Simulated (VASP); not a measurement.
Input:

```
Li2Se
1.0
    0.00000     2.98940     2.98940
    2.98940     0.00000     2.98940
    2.98940     2.98940     0.00000
Li Se
2 1
Direct
  0.25000   0.25000   0.25000
  0.75000   0.75000   0.75000
  0.00000   0.00000   0.00000
```

These are optB86b-vdW, VASP's PBE PAW potentials (set 64) (plane waves; VASP) values and carry that method's errors. Numerical set-up: 520 eV cut-off, Gaussian smearing of 0.050 eV, potentials Li_sv Se.

What does the run give for the band gap (along the path) with the smallest direct gap where there is one?

The band gap (along the path) is 2.97 eV and the smallest direct gap (along the path) is 3.46 eV.

The compound is Li2Se in the antifluorite structure. It was relaxed first.
